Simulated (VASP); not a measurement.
## Pd3PbC: single point with PBE

Crystal: Pd3PbC.

```xyz
5
Lattice="4.2989 0.0000 0.0000 0.0000 4.2989 0.0000 0.0000 0.0000 4.2989" Properties=species:S:1:pos:R:3 pbc="T T T"
Pb    0.0000    0.0000    0.0000
Pd    2.1495    0.0000    2.1495
Pd    2.1495    2.1495    0.0000
Pd    0.0000    2.1495    2.1495
C     2.1495    2.1495    2.1495
```

The cell comes from a database or a generator and needn't be the stable form of this composition.

* Program: VASP 6.6.1
* Task: single point
* Functional: PBE
* Potentials or basis: VASP PAW PBE potentials, release 64 (Pb_d, Pd, C)
* Cutoff: 520 eV
* k mesh: 6 × 6 × 6
* Occupations: fermi-dirac, width 0.05 eV
* Spin: no spin polarisation

```
Pressure               : -1.2 GPa
Band gap on the k mesh : none (metal or under the smearing width)
```

Levels at points of the mesh, in eV from the Fermi level:
| k point | band 21 | band 22 | band 23 | band 24 | band 25 | band 26 | band 27 | band 28 |
| --- | --- | --- | --- | --- | --- | --- | --- | --- |
| (0.00, 0.00, 0.00) | -1.05 | -1.05 | -1.05 | -1.03 | 0.27 | 1.70 | 1.70 | 1.70 |
| (0.50, 0.00, 0.00) | -1.72 | -1.05 | 0.09 | 0.09 | 0.37 | 2.18 | 3.23 | 3.23 |
| (0.50, 0.50, 0.00) | -1.87 | -1.63 | -0.46 | -0.46 | 1.13 | 3.67 | 4.17 | 4.17 |
| (0.50, 0.50, 0.50) | -1.83 | -1.15 | -1.15 | -1.15 | -0.98 | 1.51 | 1.51 | 1.51 |

Run time: 16 s on 1 thread of Intel(R) Xeon(R) 6975P-C (Granite Rapids), on a shared host, peak memory 0.2 GiB.

The run has no spin-orbit coupling, so splittings on Pb are missing.
